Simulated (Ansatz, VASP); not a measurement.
## One calculation of ZrVH6, two programs

The input POSCAR:

```
ZrVH6
1.0
    0.0000000000      3.7010070000      3.7010070000
    3.7010070000      0.0000000000      3.7010070000
    3.7010070000      3.7010070000      0.0000000000
H Zr V
6 1 1
Direct
    0.2457500000      0.7542500000      0.2457500000
    0.2457500000      0.7542500000      0.7542500000
    0.7542500000      0.2457500000      0.7542500000
    0.7542500000      0.2457500000      0.2457500000
    0.2457500000      0.2457500000      0.7542500000
    0.7542500000      0.7542500000      0.2457500000
    0.0000000000      0.0000000000      0.0000000000
    0.5000000000      0.5000000000      0.5000000000
```

File INCAR.step1:

```
SYSTEM = ZrVH6
PREC     = Accurate       ! precision mode
ENCUT    = 520            ! plane-wave cutoff, eV
ISMEAR   = 0              ! smearing method
SIGMA    = 0.228          ! smearing width, eV
LREAL    = .False.        ! projectors in reciprocal space
LASPH    = .True.         ! aspherical terms in the spheres
NELM     = 150            ! most SCF steps
LMAXMIX  = 4              ! l up to which the mixer works
LDAU     = .True.         ! DFT+U
LDAUTYPE = 2            
LDAUL    = -1 2 -1        ! shell
LDAUU    = 0 8 0          ! U, eV
LDAUJ    = 0 0 0        
NBANDS   = 26             ! bands
GGA      = PE             ! functional
ALGO     = Normal         ! electronic algorithm
EDIFF    = 1E-4           ! SCF threshold, eV
LWAVE    = .True.         ! write WAVECAR
LCHARG   = .False.        ! write CHGCAR
```

The input INCAR.step2:

```
SYSTEM = ZrVH6
PREC     = Accurate       ! precision mode
ENCUT    = 520            ! plane-wave cutoff, eV
EDIFF    = 1E-6           ! SCF threshold, eV
ISMEAR   = 0              ! smearing method
SIGMA    = 0.228          ! smearing width, eV
LREAL    = .False.        ! projectors in reciprocal space
LASPH    = .True.         ! aspherical terms in the spheres
NELM     = 150            ! most SCF steps
ALGO     = Normal         ! electronic algorithm
ISIF     = 2              ! what is computed and relaxed
LWAVE    = .False.        ! write WAVECAR
LCHARG   = .False.        ! write CHGCAR
LMAXMIX  = 4              ! l up to which the mixer works
LDAU     = .True.         ! DFT+U
LDAUTYPE = 2            
LDAUL    = -1 2 -1        ! shell
LDAUU    = 0 8 0          ! U, eV
LDAUJ    = 0 0 0        
LDAUPRINT= 1            
METAGGA  = R2SCAN         ! meta-GGA
LMIXTAU  = .True.       
NBANDS   = 26             ! bands
ISTART   = 1
```

The input KPOINTS:

```
Automatic mesh
0
Gamma
  6 6 6
  0 0 0
```

Input for Ansatz:

```yaml
crystal:
  lattice:
    - [0.0, 3.701007, 3.701007]
    - [3.701007, 0.0, 3.701007]
    - [3.701007, 3.701007, 0.0]
  atoms:
    - { symbol: H, position: [0.24575, 0.75425, 0.24575] }
    - { symbol: H, position: [0.24575, 0.75425, 0.75425] }
    - { symbol: H, position: [0.75425, 0.24575, 0.75425] }
    - { symbol: H, position: [0.75425, 0.24575, 0.24575] }
    - { symbol: H, position: [0.24575, 0.24575, 0.75425] }
    - { symbol: H, position: [0.75425, 0.75425, 0.24575] }
    - { symbol: Zr, position: [0.0, 0.0, 0.0] }
    - { symbol: V, position: [0.5, 0.5, 0.5] }
  symmetry: { tolerance: 0.0003 }
kpoints:
  mp_grid: { grid: [6, 6, 6], shift: [0, 0, 0] }
magnetization:
  spin_polarized: false
scf:
  occupations: { method: gaussian, width: 0.228 }
  n_extra_bands: 1
hamiltonian:
  pseudopotentials: { kind: paw }
  xc: r2scan
  hubbard: { sites: [{ species: Zr, l: d, u_eff: 8.0 }], double_counting: fll }
basis:
  ecutwfc: 500
output:
  forces: true
  stress: true
  eigenvalues: true
  write_density: true
  write_potential: true
  elf: true
  volumetric_format: npy
```

The cell was built by a generator and needn't be a form met in nature.

Alike in both runs: task single point; functional r2SCAN; k mesh 6 × 6 × 6; occupations gaussian, width 0.228 eV; no spin polarisation; Hubbard terms Zr d U = 8.0 eV.

|  | VASP | Ansatz |
| --- | --- | --- |
| version | VASP 6.6.1 | Ansatz 0.2.0 |
| potentials or method | VASP PAW PBE potentials, release 64 (H, Zr_sv, V_sv) | PAW plane waves |
| plane-wave cutoff (eV) | 520 | 500 |
| valence electrons in the cell | 31 | 31 |

Ansatz gave:

| Item | Value |
| --- | --- |
| gap on the k mesh at the Fermi level (eV) | none |
| pressure (GPa) | 4.4 |
| rms of the force components (eV/Å) | 0.976 |

Q: Which values does VASP return?

A: gap on the k mesh at the Fermi level (eV): none; pressure (GPa): 3.6; rms of the force components (eV/Å): 1.284.

The programs project onto different local orbitals, so the same U acts differently. Atom by atom the forces differ by 0.308 eV/Å (rms over components). A gap of «none» marks a metal or a gap that the smearing closes. Ansatz warned: «filled_band_counts_differ_across_k_points».

Caveats: the PAW data sets were made with another functional, which shifts forces and pressure a little (VASP); U without spin polarisation on a metal has little footing; the U is typed as a test and isn't derived for this compound.
